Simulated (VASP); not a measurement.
Calculation: optB88-vdW, VASP's PBE PAW potentials (set 64) (plane waves; VASP).

VASP input:

### KPOINTS
```
Automatic mesh
0
Gamma
12 12 7
0 0 0
```

POSCAR:
```
Dy
1.0
  1.7911933652  -3.1024377163   0.0000000000
  1.7911933652   3.1024377163   0.0000000000
  0.0000000000   0.0000000000   5.5468916267
Dy
2
Cart
  1.7911933652   1.0341479737   1.3867229067
  1.7911933652  -1.0341479737   4.1601687200
```

### INCAR
```
! general
SYSTEM   = Dy
PREC     = Accurate
ENCUT    = 520
LREAL    = .FALSE.
LASPH    = .TRUE.

! electronic loop
EDIFF    = 1E-7
NELM     = 100
ALGO     = Normal
LMAXMIX  = 6

! smearing
ISMEAR   = 1
SIGMA    = 0.1

! functional
GGA      = BO
LUSE_VDW = .TRUE.
AGGAC    = 0.0
PARAM1   = 0.1833333333
PARAM2   = 0.22

! ions
IBRION   = 2
NSW      = 30
ISIF     = 4
EDIFFG   = -0.01

! output
LWAVE    = .FALSE.
LCHARG   = .FALSE.
```

POTCAR, in this order: Dy_3 (PBE.64 set). Program: vasp_std.

Output of the run:

### OSZICAR
```
       N       E                     dE             d eps       ncg     rms          rms(c)
DAV:   1     0.578732996775E+02    0.57873E+02   -0.87616E+03  1976   0.124E+03
DAV:   2    -0.401422229647E-01   -0.57913E+02   -0.56941E+02  1996   0.319E+02
DAV:   3    -0.354532084468E+01   -0.35052E+01   -0.32667E+01  2760   0.422E+01
DAV:   4    -0.368237104621E+01   -0.13705E+00   -0.13370E+00  2606   0.902E+00
DAV:   5    -0.368663511437E+01   -0.42641E-02   -0.42536E-02  2747   0.113E+00    0.237E+01
DAV:   6    -0.370777335687E+01   -0.21138E-01   -0.17028E-02  2885   0.121E+00    0.142E+01
DAV:   7    -0.372711180705E+01   -0.19338E-01   -0.34334E-02  2884   0.176E+00    0.230E-01
DAV:   8    -0.372744153738E+01   -0.32973E-03   -0.16695E-03  2456   0.338E-01    0.842E-02
DAV:   9    -0.372756327794E+01   -0.12174E-03   -0.31349E-04  2329   0.133E-01    0.362E-02
DAV:  10    -0.372756299614E+01    0.28180E-06   -0.70039E-05  2531   0.678E-02    0.683E-02
DAV:  11    -0.372756544818E+01   -0.24520E-05   -0.19700E-05  2316   0.319E-02    0.195E-03
DAV:  12    -0.372756584096E+01   -0.39278E-06   -0.12307E-06  3063   0.102E-02    0.498E-03
DAV:  13    -0.372756572082E+01    0.12013E-06   -0.11941E-07  1546   0.292E-03    0.752E-04
DAV:  14    -0.372756571969E+01    0.11312E-08   -0.19432E-08  1443   0.160E-03
   1 F= -.37275657E+01 E0= -.37275966E+01  d E =-.372757E+01
       N       E                     dE             d eps       ncg     rms          rms(c)
DAV:   1    -0.373068774932E+01   -0.31220E-02   -0.11408E-01  1976   0.256E+00    0.219E-01
DAV:   2    -0.372924426202E+01    0.14435E-02   -0.24197E-03  2576   0.536E-01    0.131E-01
DAV:   3    -0.372855635129E+01    0.68791E-03   -0.81252E-04  2582   0.235E-01    0.641E-02
DAV:   4    -0.372856327784E+01   -0.69265E-05   -0.14504E-04  2766   0.911E-02    0.332E-02
DAV:   5    -0.372856372776E+01   -0.44992E-06   -0.32134E-06  2705   0.137E-02    0.121E-02
DAV:   6    -0.372856355939E+01    0.16837E-06   -0.59649E-07  2582   0.576E-03    0.195E-03
DAV:   7    -0.372856354377E+01    0.15621E-07   -0.54204E-08  1223   0.227E-03
   2 F= -.37285635E+01 E0= -.37285699E+01  d E =-.997824E-03
       N       E                     dE             d eps       ncg     rms          rms(c)
DAV:   1    -0.373004110936E+01   -0.14775E-02   -0.66233E-02  1976   0.195E+00    0.166E-01
DAV:   2    -0.372919342289E+01    0.84769E-03   -0.14099E-03  2576   0.409E-01    0.101E-01
DAV:   3    -0.372879464161E+01    0.39878E-03   -0.46591E-04  2587   0.178E-01    0.520E-02
DAV:   4    -0.372879815294E+01   -0.35113E-05   -0.84185E-05  2794   0.694E-02    0.261E-02
DAV:   5    -0.372879837734E+01   -0.22439E-06   -0.18704E-06  2634   0.105E-02    0.831E-03
DAV:   6    -0.372879826824E+01    0.10910E-06   -0.35966E-07  2447   0.449E-03    0.125E-03
DAV:   7    -0.372879825588E+01    0.12361E-07   -0.34831E-08  1133   0.180E-03
   3 F= -.37287983E+01 E0= -.37287170E+01  d E =-.123254E-02
```

File OUTCAR:
```
------------------------ aborting loop because EDIFF is reached ----------------------------------------
  FORCE on cell =-STRESS in cart. coord.  units (eV):
  Direction    XX          YY          ZZ          XY          YZ          ZX
  --------------------------------------------------------------------------------------
  Total       -0.0487103     -0.0487102     -0.0456404      0.0000000      0.0000000      0.0000000
  in kB       -1.2659185     -1.2659183     -1.1861367      0.0000000      0.0000000      0.0000000
  external PRESSURE =      -1.2393245 kB  Pullay stress =       0.0000000 kB
  volume of cell :       61.65
      direct lattice vectors                 reciprocal lattice vectors
     1.783751219 -3.089547544 -0.000000000     0.280308148 -0.161835995  0.000000000
     1.783751219  3.089547544 -0.000000000     0.280308148  0.161835995  0.000000000
     0.000000000  0.000000000  5.593273532     0.000000000 -0.000000000  0.178786178
 POSITION                                       TOTAL-FORCE (eV/Angst)
 -----------------------------------------------------------------------------------
      1.78375      1.02985      1.39832         0.000000      0.000000      0.000000
      1.78375     -1.02985      4.19496        -0.000000     -0.000000      0.000000
 -----------------------------------------------------------------------------------
    total drift:                               -0.000002      0.000100     -0.000012
  FREE ENERGIE OF THE ION-ELECTRON SYSTEM (eV)
  ---------------------------------------------------
  free  energy   TOTEN  =        -3.7287982559 eV

  energy  without entropy=       -3.7285544496  energy(sigma->0) =       -3.72871699

 reached required accuracy - stopping structural energy minimisation
```
(Selected blocks of OUTCAR.)

### CONTCAR
```
Dy
   1.00000000000000
     1.7837512190373799   -3.0895475441839806   -0.0000000000000000
     1.7837512190373799    3.0895475441839806   -0.0000000000000000
     0.0000000000000000    0.0000000000000000    5.5932735320035283
  Dy
     2
Direct
     0.3333330000000032    0.6666669999999968    0.2500000000000000
     0.6666669999999968    0.3333330000000032    0.7500000000000000
```

The 4f electrons are frozen in the core of the lanthanide potential, so 4f levels, which can set the real gap, and their magnetism are missing.

The compound is Dy in the hcp structure. This run relaxes it. Symmetry was kept, so distortions that lower it aren't found.
